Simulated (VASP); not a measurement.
# SiNi: the relaxed cell at several levels, part 2 of 4

Which functional gives the lattice of SiNi as experiment finds it, and is a dearer one worth its cost? The start is a cell from a database of measured crystal structures.

VASP 6.6.1, plane waves and PAW; the level of theory is named at each step.

Still holding for the runs below: The k-mesh is coarse for a metal.

So far: Set-up; Relaxation with LDA.

### Step 2. Relaxation with LDA (continued)

Level of this step: LDA, spin-polarised from a ferromagnetic start; plane waves and PAW (Si, Ni) (VASP).

The spin moment in the PAW sphere vanishes on all atoms.

It ends with a largest force of 0.007 eV/Å and a pressure of 0.01 GPa. The volume lies -4.3 % from that of the database's start, which holds the thermal and zero-point expansion of its experiment. LDA is known to overbind. The conventional cell has a = 5.043, b = 3.352 and c = 5.481 Å.

### Step 3. Relaxation with PBEsol

This step: PBEsol, spin-polarised from a ferromagnetic start; plane waves and PAW (Si, Ni) (VASP 6.6.1).

PBEsol restores the gradient expansion of exchange and is tuned for the cells of solids.

File INCAR:

```
SYSTEM = SiNi
PREC = Accurate
ENCUT = 520
EDIFF = 1E-06
NELM = 100
ISMEAR = -1
SIGMA = 0.05
LREAL = .FALSE.
ALGO = Normal
GGA = PS
NBANDS = 43
ISPIN = 2
MAGMOM = 0 0 0 0 1 1 1 1
LASPH = .TRUE.
LMAXMIX = 4
LORBIT = 11
LWAVE = .FALSE.
LCHARG = .FALSE.
KPAR = 8
IBRION = 2
NSW = 60
ISIF = 3
EDIFFG = -0.01
```

File POSCAR:

```
SiNi
1.0
    5.1731000000      0.0000000000      0.0000000000
    0.0000000000      3.3381000000      0.0000000000
    0.0000000000      0.0000000000      5.6049000000
Si Ni
4 4
Direct
    0.3212800000      0.7500000000      0.0825000000
    0.1787200000      0.2500000000      0.5825000000
    0.8212800000      0.7500000000      0.4175000000
    0.6787200000      0.2500000000      0.9175000000
    0.0077900000      0.2500000000      0.1875200000
    0.4922100000      0.7500000000      0.6875200000
    0.5077900000      0.2500000000      0.3124800000
    0.9922100000      0.7500000000      0.8124800000
```

File KPOINTS:

```
Automatic mesh
0
Gamma
5 7 4
0 0 0
```

PAW data sets: Si and Ni (PBE family, release 64).

The run is started by

```sh
mpirun -np 8 vasp_std
```

Numbers of over 12 decimals in the logs are rounded to 6 here.

The program printed:

```text
[banner, memory and clock lines left out]
running    8 mpi-ranks, on    1 nodes
 distrk:  each k-point on    1 cores,    8 groups
 distr:  one band on    1 cores,    1 groups

 POSCAR found type information on POSCAR SiNi
 POSCAR found :  2 types and       8 ions
 [... a notice as in an earlier step ...]

 [... a notice as in an earlier step ...]

 LDA part: xc-table for (Slater+PW92), standard interpolation
 POSCAR, INCAR and KPOINTS ok, starting setup
 FFT: planning ... GRIDC
 FFT: planning ... GRID_SOFT
 FFT: planning ... GRID
 WAVECAR not read
 entering main loop
       N       E                     dE             d eps       ncg     rms          rms(c)
DAV:   1     0.370654536670E+03    0.37065E+03   -0.23545E+04  6192   0.153E+03
DAV:   2    -0.248895749983E+02   -0.39554E+03   -0.37210E+03  6195   0.336E+02
DAV:   3    -0.585501326463E+02   -0.33661E+02   -0.31981E+02  6953   0.113E+02
DAV:   4    -0.596135627290E+02   -0.10634E+01   -0.10556E+01  7450   0.188E+01
DAV:   5    -0.596454761720E+02   -0.31913E-01   -0.31890E-01  7517   0.307E+00    0.308E+01
DAV:   6    -0.706817606629E+02   -0.11036E+02   -0.10964E+02  7270   0.159E+02    0.395E+01
DAV:   7    -0.523338485770E+02    0.18348E+02   -0.41134E+01  7446   0.992E+01    0.613E+00
DAV:   8    -0.523652283192E+02   -0.31380E-01   -0.49111E+00  9054   0.175E+01    0.384E+00
DAV:   9    -0.522599342943E+02    0.10529E+00   -0.49910E-01  8180   0.814E+00    0.997E-01
DAV:  10    -0.522580279367E+02    0.19064E-02   -0.17643E-02  8020   0.140E+00    0.599E-01
DAV:  11    -0.522565431002E+02    0.14848E-02   -0.19947E-03  8040   0.362E-01    0.344E-01
DAV:  12    -0.522561888122E+02    0.35429E-03   -0.71352E-04  8424   0.317E-01    0.153E-01
DAV:  13    -0.522561687345E+02    0.20078E-04   -0.16208E-04  8018   0.160E-01    0.632E-02
DAV:  14    -0.522561586461E+02    0.10088E-04   -0.23023E-05  9090   0.506E-02    0.306E-02
DAV:  15    -0.522561554056E+02    0.32405E-05   -0.55351E-06  7456   0.156E-02    0.119E-02
DAV:  16    -0.522561546551E+02    0.75047E-06   -0.10323E-06  3851   0.684E-03
   1 F= -.52256155E+02 E0= -.52251724E+02  d E =-.522562E+02  mag=    -0.0001
 curvature:   0.00 expect dE= 0.000E+00 dE for cont linesearch  0.000E+00
 trial: gam= 0.00000 g(F)=  0.141E-02 g(S)=  0.115E+00 ort = 0.000E+00 (trialstep = 0.100E+01)
 search vector abs. value=  0.116E+00
 bond charge predicted
       N       E                     dE             d eps       ncg     rms          rms(c)
DAV:   1    -0.543022097938E+02   -0.20461E+01   -0.16380E+01  6999   0.493E+01    0.134E+01
DAV:   2    -0.563688861580E+02   -0.20667E+01   -0.22706E+01  7110   0.774E+01    0.161E+01
DAV:   3    -0.522771266867E+02    0.40918E+01   -0.94576E+00  7095   0.505E+01    0.178E+00
DAV:   4    -0.522894094030E+02   -0.12283E-01   -0.57002E-01  7134   0.354E+00    0.170E+00
DAV:   5    -0.522596790665E+02    0.29730E-01   -0.58445E-02  7483   0.350E+00    0.416E-01
DAV:   6    -0.522588773300E+02    0.80174E-03   -0.77453E-03  7609   0.845E-01    0.141E-01
DAV:   7    -0.522589456094E+02   -0.68279E-04   -0.48449E-04  9080   0.231E-01    0.758E-02
DAV:   8    -0.522589150554E+02    0.30554E-04   -0.90462E-05  7758   0.126E-01    0.145E-02
DAV:   9    -0.522589157947E+02   -0.73925E-06   -0.12814E-05  7101   0.187E-02    0.318E-03
DAV:  10    -0.522589156631E+02    0.13158E-06   -0.41895E-07  3665   0.575E-03
   2 F= -.52258916E+02 E0= -.52254442E+02  d E =-.276101E-02  mag=     0.0000
[... from here on, the cycles between the ionic steps are left out ...]
   3 F= -.52287261E+02 E0= -.52282889E+02  d E =-.311059E-01  mag=     0.0000
   4 F= -.52287247E+02 E0= -.52282877E+02  d E =-.310924E-01  mag=     0.0000
   5 F= -.52289876E+02 E0= -.52285351E+02  d E =-.262892E-02  mag=    -0.0000
   6 F= -.52292148E+02 E0= -.52287192E+02  d E =-.490116E-02  mag=    -0.0000
   7 F= -.52293923E+02 E0= -.52288885E+02  d E =-.177479E-02  mag=    -0.0000
   8 F= -.52294835E+02 E0= -.52289857E+02  d E =-.268638E-02  mag=     0.0000
   9 F= -.52296272E+02 E0= -.52291368E+02  d E =-.143777E-02  mag=     0.0000
  10 F= -.52296451E+02 E0= -.52291576E+02  d E =-.161631E-02  mag=     0.0000
  11 F= -.52296801E+02 E0= -.52291931E+02  d E =-.350160E-03  mag=    -0.0000
  12 F= -.52297054E+02 E0= -.52292187E+02  d E =-.603133E-03  mag=     0.0000
  13 F= -.52297055E+02 E0= -.52292188E+02  d E =-.604310E-03  mag=    -0.0000
 curvature:  -1.70 expect dE=-0.135E-03 dE for cont linesearch -0.209E-06
 trial: gam= 0.00908 g(F)=  0.339E-04 g(S)=  0.458E-04 ort =-0.119E-04 (trialstep = 0.910E+00)
 search vector abs. value=  0.796E-04
 bond charge predicted
       N       E                     dE             d eps       ncg     rms          rms(c)
DAV:   1    -0.522972255754E+02   -0.16992E-03   -0.27569E-03  7814   0.396E-01    0.100E-01
DAV:   2    -0.522973122530E+02   -0.86678E-04   -0.13060E-03  7214   0.547E-01    0.118E-01
DAV:   3    -0.522971086441E+02    0.20361E-03   -0.49993E-04  7128   0.362E-01    0.264E-02
DAV:   4    -0.522970980111E+02    0.10633E-04   -0.33379E-05  8738   0.435E-02    0.700E-03
DAV:   5    -0.522970975452E+02    0.46590E-06   -0.40418E-06  6333   0.232E-02
  14 F= -.52297098E+02 E0= -.52292224E+02  d E =-.423130E-04  mag=    -0.0000
 trial-energy change:   -0.000042  1 .order   -0.000041   -0.000072   -0.000009
 step:   1.0359(harm=  1.0359)  dis= 0.00060  next Energy=   -52.297096 (dE=-0.412E-04)
 reached required accuracy - stopping structural energy minimisation
```

Wall time 3 min (8 MPI ranks of Intel Xeon 6975P-C (Granite Rapids), shared host); peak memory 3.5 GiB; 21 min of CPU time.

Parts of OUTCAR (step 3):

```text
 Found     36 irreducible k-points:

   NELECT =      56.0000    total number of electrons

 E-fermi :  10.6740

 spin component 1
 k-point     1 :       0.0000    0.0000    0.0000
  band No.  band energies     occupation
    ...
     24       8.6611      1.00000
     25       8.9210      1.00000
     26       9.3124      1.00000
     27       9.5528      1.00000
     28       9.7752      1.00000
     29      11.3819      0.00000
     30      12.1011      0.00000
     31      14.0136      0.00000
     32      14.4444      0.00000
     33      14.6310      0.00000
    ...

 k-point     2 :       0.2000    0.0000    0.0000
  band No.  band energies     occupation
    ...
     24       8.6702      1.00000
     25       8.8163      1.00000
     26       9.2907      1.00000
     27       9.8894      1.00000
     28       9.9562      1.00000
     29      12.4540      0.00000
     30      12.5712      0.00000
     31      13.5371      0.00000
     32      14.6084      0.00000
     33      14.6927      0.00000
    ...

 k-point     3 :       0.4000    0.0000    0.0000
  band No.  band energies     occupation
    ...
     22       8.3289      1.00000
     23       8.5881      1.00000
     24       8.6449      1.00000
     25       8.7576      1.00000
     26       8.9259      1.00000
     27      10.9833      0.00206
     28      10.9998      0.00148
     29      12.3130      0.00000
     30      12.6906      0.00000
     31      14.1907      0.00000
    ...

 k-point     4 :       0.0000    0.1429    0.0000
  band No.  band energies     occupation
    ...
     24       8.6831      1.00000
     25       8.9115      1.00000
     26       9.3311      1.00000
     27       9.5853      1.00000
     28       9.8746      1.00000
     29      11.3365      0.00000
     30      12.3049      0.00000
     31      12.3100      0.00000
     32      13.0296      0.00000
     33      14.3974      0.00000
    ...

  Total        0.0246862      0.0177866      0.0425918     -0.0000000      0.0000000      0.0000000
  in kB        0.4187304      0.3016985      0.7224464     -0.0000000      0.0000000      0.0000000
  external PRESSURE =       0.4809584 kB  Pullay stress =       0.0000000 kB

  energy-cutoff  :      520.00
  volume of cell :       94.46
      direct lattice vectors                 reciprocal lattice vectors
     5.076567631  0.000000000  0.000000000     0.196983488  0.000000000  0.000000000
    -0.000000000  3.372968189  0.000000000    -0.000000000  0.296474779  0.000000000
     0.000000000  0.000000000  5.516305198     0.000000000  0.000000000  0.181280760

 POSITION                                       TOTAL-FORCE (eV/Angst)
 -----------------------------------------------------------------------------------
      1.63170      2.52973      0.48350         0.004978      0.000000     -0.001926
      0.90658      0.84324      3.24166        -0.004978     -0.000000     -0.001926
      4.16999      2.52973      2.27465         0.004978      0.000000      0.001926
      3.44486      0.84324      5.03280        -0.004978     -0.000000      0.001926
      0.04955      0.84324      1.03363        -0.001339     -0.000000     -0.002381
      2.48873      2.52973      3.79178         0.001339      0.000000     -0.002381
      2.58784      0.84324      1.72453        -0.001339     -0.000000      0.002381
      5.02702      2.52973      4.48268         0.001339      0.000000      0.002381
 -----------------------------------------------------------------------------------
    total drift:                               -0.000000      0.000000     -0.000000

  FREE ENERGIE OF THE ION-ELECTRON SYSTEM (eV)
  ---------------------------------------------------
  free  energy   TOTEN  =       -52.2970975452 eV

  energy  without entropy=      -52.2873509540  energy(sigma->0) =      -52.29222425

 total charge
# of ion       s       p       d       tot
------------------------------------------
    1        0.759   0.862   0.000   1.621
    2        0.759   0.862   0.000   1.621
    3        0.759   0.862   0.000   1.621
    4        0.759   0.862   0.000   1.621
    5        0.516   0.676   8.466   9.658
    6        0.516   0.676   8.466   9.658
    7        0.516   0.676   8.466   9.658
    8        0.516   0.676   8.466   9.658
--------------------------------------------------
tot          5.100   6.151  33.863  45.114

 magnetization (x)
# of ion       s       p       d       tot
------------------------------------------
    1        0.000  -0.000   0.000   0.000
    2        0.000  -0.000   0.000   0.000
    3        0.000  -0.000   0.000   0.000
    4        0.000  -0.000   0.000   0.000
    5       -0.000  -0.000  -0.000  -0.000
    6       -0.000  -0.000  -0.000  -0.000
    7       -0.000  -0.000  -0.000  -0.000
    8       -0.000  -0.000  -0.000  -0.000
--------------------------------------------------
tot          0.000  -0.000  -0.000  -0.000

[... 9 parts as in an earlier step ...]

[... 4 further parts left out ...]
```

The PAW data sets were made with PBE, which is usual practice but a small mismatch for other functionals.

Relaxation path:

```
step  energy less that of the first step (eV)  largest force (eV/Å)  pressure (GPa)  volume (Å³)
   1                                   0.0000                0.0693           -4.09        96.79
   2                                  -0.0028                0.1061            4.59        92.52
   3                                  -0.0311                0.0703            0.18        94.56
   4                                  -0.0311                0.0700            0.09        94.60
   5                                  -0.0337                0.0575            0.06        94.62
   6                                  -0.0360                0.0411           -0.24        94.64
   7                                  -0.0378                0.0363            0.26        94.46
   8                                  -0.0387                0.0386            0.59        94.25
   9                                  -0.0401                0.0442            0.14        94.47
  10                                  -0.0403                0.0473           -0.14        94.59
  11                                  -0.0406                0.0311           -0.13        94.55
  12                                  -0.0409                0.0132           -0.06        94.48
  13                                  -0.0409                0.0130           -0.03        94.48
  14                                  -0.0409                0.0053            0.05        94.46
```

```
conventional cell, symmetrised  before  after  change
                         a (Å)   5.173  5.077  -1.9 %
                         b (Å)   3.338  3.373  +1.0 %
                         c (Å)   5.605  5.516  -1.6 %
              volume (Å³/atom)   12.10  11.81  -2.4 %
```

The atoms that moved most (Å, as changes of fractional coordinates times the final cell):

```
atom      dx     dy      dz  length
 Si1   0.001  0.000   0.028   0.028
 Si4  -0.001  0.000  -0.028   0.028
 Si3   0.001  0.000  -0.028   0.028
 Si2  -0.001  0.000   0.028   0.028
 Ni8  -0.010  0.000   0.001   0.010
 Ni7   0.010  0.000   0.001   0.010
 Ni5   0.010  0.000  -0.001   0.010
 Ni6  -0.010  0.000  -0.001   0.010
```

Final coordinates:

```xyz
8
Lattice="5.0766 0.0000 0.0000 0.0000 3.3730 0.0000 0.0000 0.0000 5.5163" Properties=species:S:1:pos:R:3 pbc="T T T"
Si    1.6317    2.5297    0.4835
Si    0.9066    0.8432    3.2417
Si    4.1700    2.5297    2.2746
Si    3.4449    0.8432    5.0328
Ni    0.0496    0.8432    1.0336
Ni    2.4887    2.5297    3.7918
Ni    2.5878    0.8432    1.7245
Ni    5.0270    2.5297    4.4827
```

Numbers from this step:

```
free energy (TOTEN)             : -52.2971 eV
energy at zero smearing         : -52.2922 eV
Fermi energy                    : 10.67 eV
pressure                        : 0.04810 GPa
SCF cycles over all ionic steps : 103
```

It ends at 11.81 Å³/atom, -2.4 % from the start, with 0.05 GPa left. The conventional cell has a = 5.077, b = 3.373 and c = 5.516 Å.

(Continued in part 3 of 4.)

[Lines on the potential files, build, host, timing and source positions are cut from VASP's logs without a mark.]

[Logs are printed without paths, hosts, clocks, repeated set-up lines and the standing remarks that a program may print on its own settings, such as how far it seeks lower states.]

[Hosts, paths, dates, database ids (printed as entryN), source tags and the programs' standing remarks are cut or masked in the printed files.]

[A measured line is paired with the nearest computed mode of its activity, which favours agreement.]
